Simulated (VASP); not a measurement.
All values below come from r2SCAN meta-GGA, VASP's PBE PAW potentials (set 64) (plane waves; VASP).

A VASP calculation is set up with these files.

POSCAR:
```
Ba
1
   -2.5100000000     2.5100000000     2.5100000000
    2.5100000000    -2.5100000000     2.5100000000
    2.5100000000     2.5100000000    -2.5100000000
Ba
1
Direct
  0.0000000000   0.0000000000   0.0000000000
```

**INCAR**
```
# general
SYSTEM  = Ba
PREC    = Accurate
ENCUT   = 480   # plane-wave cut-off (eV)
LREAL   = .False.
LASPH   = .True.   # aspherical one-centre terms

# electronic loop
EDIFF   = 1E-6
NELM    = 100
ALGO    = Normal
LMAXMIX = 4   # l cut-off of mixed one-centre charges
LMIXTAU = .True.

# smearing
ISMEAR  = 1   # Methfessel-Paxton
SIGMA   = 0.1   # width (eV)

# functional
METAGGA = R2SCAN

# ions
IBRION  = 2   # conjugate gradients
NSW     = 60   # most ionic steps
ISIF    = 3
EDIFFG  = -0.01   # ionic stop

# output
LWAVE   = .False.
LCHARG  = .False.
```

File KPOINTS:
```
Automatic mesh
0
Gamma
9 9 9
0 0 0
```

POTCAR, in this order: Ba_sv (PBE.64 set). Program: vasp_std.

What VASP printed:

OUTCAR:
```
 ion  position               nearest neighbor table
   1  0.000  0.000  0.000-
  LATTYP: Found a body centered cubic cell.
 ALAT       =     5.0200000000
 Subroutine PRICEL returns:
 Original cell was already a primitive cell.
 Subroutine GETGRP returns: Found 48 space group operations
The static configuration has the point symmetry O_h .
The dynamic configuration has the point symmetry O_h .
 Subroutine INISYM returns: Found 48 space group operations
 Subroutine IBZKPT returns following result:
 Found     35 irreducible k-points:

 Following reciprocal coordinates:
            Coordinates               Weight
  0.000000  0.000000  0.000000      1.000000
  0.111111  0.000000  0.000000     12.000000
  0.222222  0.000000  0.000000     12.000000
  0.333333  0.000000  0.000000     12.000000
  0.444444  0.000000  0.000000     12.000000
  0.111111  0.111111  0.000000     24.000000
  0.222222  0.111111  0.000000     48.000000
  0.333333  0.111111  0.000000     48.000000
  0.444444  0.111111  0.000000     24.000000
  0.222222  0.222222  0.000000     24.000000
  0.333333  0.222222  0.000000     48.000000
  0.333333  0.333333  0.000000      8.000000
  0.111111  0.111111  0.111111      8.000000
  0.222222  0.111111  0.111111     24.000000
  0.333333  0.111111  0.111111     24.000000
 -0.111111  0.111111  0.111111      6.000000
  0.222222  0.222222  0.111111     24.000000
  0.333333  0.222222  0.111111     24.000000
 -0.222222  0.222222  0.111111     24.000000
 -0.333333  0.333333  0.111111     24.000000
 -0.222222  0.333333  0.111111     24.000000
 -0.444444  0.444444  0.111111     24.000000
 -0.333333  0.444444  0.111111     48.000000
 -0.444444 -0.444444  0.111111     24.000000
 -0.333333 -0.444444  0.111111     24.000000
...
```

OSZICAR:
```
       N       E                     dE             d eps       ncg     rms          rms(c)
DAV:   1     0.289872090458E+02    0.28987E+02   -0.42399E+03   630   0.889E+02
DAV:   2    -0.268313371677E+02   -0.55819E+02   -0.54998E+02   745   0.147E+02
DAV:   3    -0.291899023504E+02   -0.23586E+01   -0.23487E+01   846   0.365E+01
DAV:   4    -0.292534354245E+02   -0.63533E-01   -0.63194E-01   927   0.479E+00
DAV:   5    -0.292539220546E+02   -0.48663E-03   -0.48652E-03   929   0.335E-01    0.158E+00
DAV:   6    -0.258425838909E+02    0.34113E+01   -0.10084E+00   946   0.765E+00    0.133E+00
DAV:   7    -0.257968852131E+02    0.45699E-01   -0.28068E-02   722   0.161E+00    0.140E+00
DAV:   8    -0.260543326687E+02   -0.25745E+00   -0.95861E-02   701   0.369E+00    0.447E-01
DAV:   9    -0.262147977864E+02   -0.16047E+00   -0.12396E-01   743   0.391E+00    0.283E-01
DAV:  10    -0.261901832371E+02    0.24615E-01   -0.10685E-02   723   0.121E+00    0.262E-01
DAV:  11    -0.262672518496E+02   -0.77069E-01   -0.21390E-02   658   0.101E+00    0.160E-01
DAV:  12    -0.264202316682E+02   -0.15298E+00   -0.22825E-01   828   0.410E+00    0.169E-01
DAV:  13    -0.264110798420E+02    0.91518E-02   -0.46418E-02   633   0.292E+00    0.246E-01
DAV:  14    -0.264302416518E+02   -0.19162E-01   -0.15173E-01   689   0.467E+00    0.106E-01
DAV:  15    -0.264302247676E+02    0.16884E-04   -0.21355E-03   985   0.330E-01    0.119E-01
DAV:  16    -0.264266464160E+02    0.35784E-02   -0.84812E-03   648   0.960E-01    0.549E-02
DAV:  17    -0.264264327102E+02    0.21371E-03   -0.75390E-05   870   0.816E-02    0.575E-02
DAV:  18    -0.264264745480E+02   -0.41838E-04   -0.16718E-06   846   0.111E-02    0.572E-02
DAV:  19    -0.264295921044E+02   -0.31176E-02   -0.22529E-03   664   0.533E-01    0.361E-02
DAV:  20    -0.264308424736E+02   -0.12504E-02   -0.16119E-03   722   0.424E-01    0.286E-02
DAV:  21    -0.264308890894E+02   -0.46616E-04   -0.58072E-05   994   0.620E-02    0.299E-02
DAV:  22    -0.264309916754E+02   -0.10259E-03   -0.11820E-04   633   0.104E-01    0.150E-02
DAV:  23    -0.264310746836E+02   -0.83008E-04   -0.10245E-04   660   0.116E-01    0.906E-03
DAV:  24    -0.264310729123E+02    0.17713E-05   -0.72874E-06   646   0.275E-02    0.422E-03
DAV:  25    -0.264310757376E+02   -0.28253E-05   -0.11477E-05   670   0.372E-02    0.292E-03
DAV:  26    -0.264310763535E+02   -0.61586E-06   -0.17255E-06   656   0.163E-02
   1 F= -.26431076E+02 E0= -.26430766E+02  d E =-.264311E+02
       N       E                     dE             d eps       ncg     rms          rms(c)
DAV:   1    -0.264462738399E+02   -0.15198E-01   -0.56798E-01   631   0.627E+00    0.560E-01
DAV:   2    -0.264352180376E+02    0.11056E-01   -0.33580E-02   633   0.178E+00    0.281E-01
DAV:   3    -0.264312619145E+02    0.39561E-02   -0.20110E-02   725   0.109E+00    0.593E-02
DAV:   4    -0.264326625265E+02   -0.14006E-02   -0.13952E-03   694   0.411E-01    0.527E-02
DAV:   5    -0.264324632259E+02    0.19930E-03   -0.40490E-04   634   0.231E-01    0.244E-02
DAV:   6    -0.264328556935E+02   -0.39247E-03   -0.69442E-04   664   0.311E-01    0.831E-03
DAV:   7    -0.264328531409E+02    0.25527E-05   -0.41812E-05   970   0.515E-02    0.134E-02
DAV:   8    -0.264328707996E+02   -0.17659E-04   -0.18563E-05   632   0.570E-02    0.112E-02
DAV:   9    -0.264328707756E+02    0.23997E-07   -0.73381E-07   638   0.972E-03
   2 F= -.26432871E+02 E0= -.26432500E+02  d E =-.179442E-02
       N       E                     dE             d eps       ncg     rms          rms(c)
DAV:   1    -0.264377246588E+02   -0.48539E-02   -0.18754E-01   631   0.360E+00    0.320E-01
DAV:   2    -0.264341378274E+02    0.35868E-02   -0.10849E-02   633   0.102E+00    0.160E-01
DAV:   3    -0.264328505302E+02    0.12873E-02   -0.65535E-03   717   0.615E-01    0.341E-02
DAV:   4    -0.264332846225E+02   -0.43409E-03   -0.43314E-04   681   0.227E-01    0.304E-02
DAV:   5    -0.264332250423E+02    0.59580E-04   -0.12882E-04   636   0.130E-01    0.142E-02
DAV:   6    -0.264333446656E+02   -0.11962E-03   -0.23524E-04   658   0.180E-01    0.502E-03
DAV:   7    -0.264333429016E+02    0.17640E-05   -0.14141E-05   968   0.319E-02    0.817E-03
DAV:   8    -0.264333497296E+02   -0.68280E-05   -0.55823E-06   633   0.330E-02    0.650E-03
DAV:   9    -0.264333496180E+02    0.11164E-06   -0.12493E-07   324   0.387E-03
   3 F= -.26433350E+02 E0= -.26432965E+02  d E =-.227326E-02
       N       E                     dE             d eps       ncg     rms          rms(c)
DAV:   1    -0.264504517062E+02   -0.17102E-01   -0.73878E-01   631   0.714E+00    0.636E-01
DAV:   2    -0.264362288975E+02    0.14223E-01   -0.43396E-02   633   0.203E+00    0.319E-01
DAV:   3    -0.264309812487E+02    0.52476E-02   -0.26276E-02   711   0.124E+00    0.664E-02
DAV:   4    -0.264328428517E+02   -0.18616E-02   -0.19056E-03   696   0.484E-01    0.596E-02
DAV:   5    -0.264326047631E+02    0.23809E-03   -0.49367E-04   650   0.255E-01    0.283E-02
DAV:   6    -0.264331074565E+02   -0.50269E-03   -0.86538E-04   658   0.350E-01    0.940E-03
DAV:   7    -0.264331055773E+02    0.18792E-05   -0.52356E-05   985   0.569E-02    0.149E-02
DAV:   8    -0.264331276177E+02   -0.22040E-04   -0.27271E-05   633   0.651E-02    0.131E-02
DAV:   9    -0.264331278674E+02   -0.24976E-06   -0.91196E-07   667   0.106E-02
   4 F= -.26433128E+02 E0= -.26432757E+02  d E =-.205151E-02
       N       E                     dE             d eps       ncg     rms          rms(c)
DAV:   1    -0.264426079756E+02   -0.94804E-02   -0.36933E-01   631   0.507E+00    0.457E-01
DAV:   2    -0.264349422830E+02    0.76657E-02   -0.20457E-02   632   0.141E+00    0.226E-01
DAV:   3    -0.264322199737E+02    0.27223E-02   -0.12763E-02   744   0.880E-01    0.458E-02
DAV:   4    -0.264332353757E+02   -0.10154E-02   -0.10310E-03   689   0.351E-01    0.411E-02
DAV:   5    -0.264331349040E+02    0.10047E-03   -0.21078E-04   665   0.162E-01    0.194E-02
DAV:   6    -0.264334344573E+02   -0.29955E-03   -0.39918E-04   674   0.228E-01    0.799E-03
DAV:   7    -0.264334350433E+02   -0.58592E-06   -0.24117E-05   878   0.509E-02    0.732E-03
DAV:   8    -0.264334370498E+02   -0.20066E-05   -0.27825E-05   632   0.575E-02    0.167E-02
DAV:   9    -0.264334465350E+02   -0.94852E-05   -0.74976E-06   650   0.363E-02    0.110E-03
DAV:  10    -0.264334454656E+02    0.10694E-05   -0.16308E-06   637   0.153E-02    0.783E-04
DAV:  11    -0.264334457418E+02   -0.27619E-06   -0.17451E-07   340   0.647E-03
   5 F= -.26433446E+02 E0= -.26433061E+02  d E =-.236939E-02
```

**OUTCAR**
```
------------------------ aborting loop because EDIFF is reached ----------------------------------------
  FORCE on cell =-STRESS in cart. coord.  units (eV):
  Direction    XX          YY          ZZ          XY          YZ          ZX
  --------------------------------------------------------------------------------------
  Total        0.0040418      0.0040418      0.0040418     -0.0000000     -0.0000000     -0.0000000
  in kB        0.0988032      0.0988032      0.0988032     -0.0000000     -0.0000000     -0.0000000
  external PRESSURE =       0.0988032 kB  Pullay stress =       0.0000000 kB
  volume of cell :       65.54
      direct lattice vectors                 reciprocal lattice vectors
    -2.539914402  2.539914402  2.539914402     0.000000000  0.196857028  0.196857028
     2.539914402 -2.539914402  2.539914402     0.196857028  0.000000000  0.196857028
     2.539914402  2.539914402 -2.539914402     0.196857028  0.196857028  0.000000000
 POSITION                                       TOTAL-FORCE (eV/Angst)
 -----------------------------------------------------------------------------------
      0.00000     -0.00000      0.00000         0.000000      0.000000      0.000000
 -----------------------------------------------------------------------------------
    total drift:                                0.000000      0.000000     -0.000000
  FREE ENERGIE OF THE ION-ELECTRON SYSTEM (eV)
  ---------------------------------------------------
  free  energy   TOTEN  =       -26.4334457418 eV

  energy  without entropy=      -26.4322901995  energy(sigma->0) =      -26.43306056

 reached required accuracy - stopping structural energy minimisation
```
(Selected blocks of OUTCAR.)

CONTCAR:
```
Ba
   1.00000000000000
    -2.5399144020793996    2.5399144020793996    2.5399144020793996
     2.5399144020793996   -2.5399144020793996    2.5399144020793996
     2.5399144020793996    2.5399144020793996   -2.5399144020793996
  Ba
     1
Direct
     0.0000000000000000    0.0000000000000000    0.0000000000000000
```

Energy and stress use the plane-wave basis of the starting cell.

The compound is Ba in the bcc structure. This run relaxes it. Symmetry was kept, so distortions that lower it aren't found.
